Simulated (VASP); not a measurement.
An input for Ansatz (written as the equivalent of a VASP run, and not itself run):

Ansatz 0.2 input:
```yaml
crystal:
  lattice:
    - [0.0000000, 2.2671672, 2.2671672]
    - [2.2671672, 0.0000000, 2.2671672]
    - [2.2671672, 2.2671672, 0.0000000]
  atoms:
    - { symbol: Hf, position: [0.0000000, 0.0000000, 0.0000000] }
    - { symbol: N, position: [0.5000000, 0.5000000, 0.5000000] }
kpoints:
  mp_grid: { grid: [14, 14, 14] }
hamiltonian:
  xc: pbe
  pseudopotentials: { kind: paw }
scf:
  occupations: { method: methfessel_paxton, width: 0.1 }
  max_iter: 100
relax:
  max_steps: 40
  f_tol: 0.01
  cell: { p_target: 20 }
output: { forces: true, stress: true, eigenvalues: true }
```

**Question.** Write the VASP files for the same calculation (PBE).

**Answer.** Several could match; the one computed here: 
File KPOINTS:
```
Automatic mesh
0
Gamma
14 14 14
0 0 0
```

File POSCAR:
```
HfN
1.0
  0.0000000000   2.2671672371   2.2671672371
  2.2671672371   0.0000000000   2.2671672371
  2.2671672371   2.2671672371   0.0000000000
Hf N
1 1
Cart
  0.0000000000   0.0000000000   0.0000000000
  2.2671672371   2.2671672371   2.2671672371
```

INCAR:
```
SYSTEM = HfN
PREC = Accurate
ENCUT = 600
EDIFF = 1E-7
NELM = 100
ALGO = Normal
LREAL = .FALSE.
LASPH = .TRUE.
ISMEAR = 1
SIGMA = 0.1
GGA = PE
LMAXMIX = 6
LWAVE = .FALSE.
LCHARG = .FALSE.
ISIF = 3
IBRION = 2
NSW = 40
EDIFFG = -0.01
PSTRESS = 200
```

POTCAR, in this order: Hf_pv N (PBE.64 set). Program: vasp_std.

What does not carry over: each code has its own PAW files, so the cut-off isn't converted (ENCUT is set for VASP's; basis.ecutwfc is left out, and Ansatz then takes the one that its files recommend); Ansatz stops its SCF on the density residual and VASP on the energy change (EDIFF).

The compound is HfN in the rock salt structure. This run relaxes it under an external pressure of 20 GPa. Symmetry was kept, so distortions that lower it aren't found.
